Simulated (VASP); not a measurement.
Wanted: the native input for a VASP 6.6.1 run.

```
Task                   : electric field gradients
Functional             : PBE
Potentials or basis    : VASP PAW PBE potentials, release 64 (W_sv, Sb)
Cutoff                 : 520 eV
k mesh                 : 12 × 12 × 7
Occupations            : fermi-dirac, width 0.05 eV
Spin                   : no spin polarisation
Dipole correction      : no
Further INCAR settings : ALGO = Fast; EDIFF = 1e-08; NBANDS = 19
```

The structure of Sb2W lies in POSCAR:

```
Sb2W
1.0
    3.4686796118      0.0000000000      0.0000000000
   -1.7343398059      3.0039646614      0.0000000000
    0.0000000000      0.0000000000      6.6885888119
W Sb
1 2
Direct
    0.0000000000      0.0000000000      0.0000000000
    0.3333333333      0.6666666667      0.2856113388
    0.6666666667      0.3333333333      0.7143886612
```

The cell comes from a database or a generator and needn't be the stable form of this composition.

The input as run:

INCAR

```
SYSTEM = Sb2W
  PREC = Accurate
  ENCUT = 520
  EDIFF = 1E-8
  ISMEAR = -1
  SIGMA = 0.05
  LREAL = .FALSE.
  LASPH = .TRUE.
  NELM = 100
  ALGO = Fast
  ISIF = 2
  LWAVE = .FALSE.
  LCHARG = .FALSE.
  GGA = PE
  LEFG = .TRUE.
  NBANDS = 19
```

KPOINTS

```
regular mesh
0
G
  12 12 7
  0 0 0
```

Potentials or basis: VASP PAW PBE potentials, release 64 (W_sv, Sb).

Launch:

```bash
$ cat potpaw_PBE.64/W_sv/POTCAR potpaw_PBE.64/Sb/POTCAR > POTCAR
$ mpirun -np 1 vasp_std > vasp.out
```

Results of the run:

| Quantity | Value |
| --- | --- |
| Pressure | -0.1 GPa |
| Largest force | 0.014 eV/Å |
| Band gap on the k mesh | none (metal or under the smearing width) |

It took 2.6 min on 1 thread of Intel(R) Xeon(R) Platinum 8488C (Sapphire Rapids), with other jobs on the host, peak memory 0.29 GiB.
